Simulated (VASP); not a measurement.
Output of a VASP run:

File OSZICAR:
```
       N       E                     dE             d eps       ncg     rms          rms(c)
DAV:   1     0.572413397040E+02    0.57241E+02   -0.65852E+03    18   0.125E+03
DAV:   2    -0.423541791105E+01   -0.61477E+02   -0.61351E+02    18   0.228E+02
DAV:   3    -0.524080755806E+01   -0.10054E+01   -0.10052E+01    19   0.317E+01
DAV:   4    -0.524966543467E+01   -0.88579E-02   -0.88579E-02    19   0.359E+00
DAV:   5    -0.524989316765E+01   -0.22773E-03   -0.22773E-03    36   0.394E-01    0.901E+00
DAV:   6    -0.289737968258E+01    0.23525E+01   -0.83028E+00    20   0.254E+01    0.266E+00
DAV:   7    -0.290250942462E+01   -0.51297E-02   -0.60970E-01    34   0.587E+00    0.176E+00
DAV:   8    -0.293673054968E+01   -0.34221E-01   -0.34914E-02    20   0.288E+00    0.143E-01
DAV:   9    -0.293640191306E+01    0.32864E-03   -0.59277E-03    35   0.694E-01    0.887E-02
DAV:  10    -0.293626748865E+01    0.13442E-03   -0.63643E-04    19   0.222E-01    0.441E-03
DAV:  11    -0.293626860073E+01   -0.11121E-05   -0.89421E-06    36   0.393E-02    0.307E-03
DAV:  12    -0.293626838840E+01    0.21233E-06   -0.52572E-07    35   0.657E-03
   1 F= -.29362684E+01 E0= -.29362684E+01  d E =-.136023E-22
```

File OUTCAR:
```
------------------------ aborting loop because EDIFF is reached ----------------------------------------
  FORCE on cell =-STRESS in cart. coord.  units (eV):
  Direction    XX          YY          ZZ          XY          YZ          ZX
  --------------------------------------------------------------------------------------
  Total        8.0796564      8.0796564      8.0796564      0.0000000      0.0000000      0.0000000
  in kB      791.1308616    791.1308616    791.1308616      0.0000000      0.0000000      0.0000000
  external PRESSURE =     791.1308616 kB  Pullay stress =       0.0000000 kB
  volume of cell :       16.36
      direct lattice vectors                 reciprocal lattice vectors
     0.000000000  2.015000000  2.015000000    -0.248138958  0.248138958  0.248138958
     2.015000000  0.000000000  2.015000000     0.248138958 -0.248138958  0.248138958
     2.015000000  2.015000000  0.000000000     0.248138958  0.248138958 -0.248138958
  FREE ENERGIE OF THE ION-ELECTRON SYSTEM (eV)
  ---------------------------------------------------
  free  energy   TOTEN  =        -2.9362683884 eV

  energy  without entropy=       -2.9362683884  energy(sigma->0) =       -2.93626839
```
(Selected blocks of OUTCAR.)

POSCAR:
```
LiF
1
    0.0000000000     2.0150000000     2.0150000000
    2.0150000000     0.0000000000     2.0150000000
    2.0150000000     2.0150000000     0.0000000000
Li F
1 1
Direct
  0.0000000000   0.0000000000   0.0000000000
  0.5000000000   0.5000000000   0.5000000000
```

Question: Write an INCAR and KPOINTS that could have produced this output.

Answer: This is not unique; one that fits is the input of the run itself, PBE GGA, plane waves, VASP's PBE PAW potentials (set 64).

### INCAR
```
SYSTEM = LiF
PREC = Accurate; ENCUT = 520; LREAL = .False.
LASPH = .True.
EDIFF = 1E-6; NELM = 100; ALGO = Normal
ISMEAR = 0; SIGMA = 0.05
GGA = PE
ISIF = 2
LWAVE = .False.; LCHARG = .False.
```

File KPOINTS:
```
Automatic mesh
0
Gamma
1 1 1
0 0 0
```

POTCAR, in this order: Li_sv F (PBE.64 set). Program: vasp_std.

The compound is LiF in the rock salt structure. The cell was not relaxed at this level. The k-mesh is coarse (spacing up to 2.70 per Å, 2π included), so the numbers may not be converged in it.
